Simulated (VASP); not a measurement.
Here is the system:

```
CELL_PARAMETERS angstrom
      3.06770     1.77114     3.96600
     -3.06770     1.77114     3.96600
      0.00000    -3.54227     3.96600
ATOMIC_POSITIONS crystal
  B  0.01519 0.01519 0.32492
  B  0.98481 0.98481 0.67508
  B  0.32492 0.01519 0.01519
  B  0.67508 0.98481 0.98481
  B  0.01519 0.32492 0.01519
  B  0.98481 0.67508 0.98481
  B  0.82177 0.27262 0.82177
  B  0.17823 0.72738 0.17823
  B  0.82177 0.82177 0.27262
  B  0.17823 0.17823 0.72738
  B  0.27262 0.82177 0.82177
  B  0.72738 0.17823 0.17823
  As 0.60044 0.60044 0.60044
  As 0.39956 0.39956 0.39956
```

Calculation: r2SCAN meta-GGA, VASP's PBE PAW potentials (set 64) (plane waves; VASP). Run with LREAL = Auto, 520 eV cut-off, 5×5×5 Γ-centred mesh, tetrahedra with Blöchl corrections, potentials B As.

The cores are frozen, which limits the accuracy of field gradients.

Give the principal components of the electric field gradient (V/Å²) and the asymmetry η at each nucleus.

| atom | Vxx | Vyy | Vzz | η |
|---|---|---|---|---|
| B1 | 9.2 | 5.6 | -14.9 | 0.24 |
| B2 | 9.2 | 5.6 | -14.9 | 0.24 |
| B3 | 9.2 | 5.6 | -14.9 | 0.24 |
| B4 | 9.2 | 5.6 | -14.9 | 0.24 |
| B5 | 9.2 | 5.6 | -14.9 | 0.24 |
| B6 | 9.2 | 5.6 | -14.9 | 0.24 |
| B7 | -2.5 | -0.2 | 2.7 | 0.87 |
| B8 | -2.5 | -0.2 | 2.7 | 0.87 |
| B9 | -2.5 | -0.2 | 2.7 | 0.87 |
| B10 | -2.5 | -0.2 | 2.7 | 0.87 |
| B11 | -2.5 | -0.2 | 2.7 | 0.87 |
| B12 | -2.5 | -0.2 | 2.7 | 0.87 |
| As13 | -94.3 | -94.3 | 188.6 | 0.00 |
| As14 | -94.3 | -94.3 | 188.6 | 0.00 |

The structure comes from a computed database's B6As entry (R-3m); how it stands against other phases isn't given here. It was relaxed first.
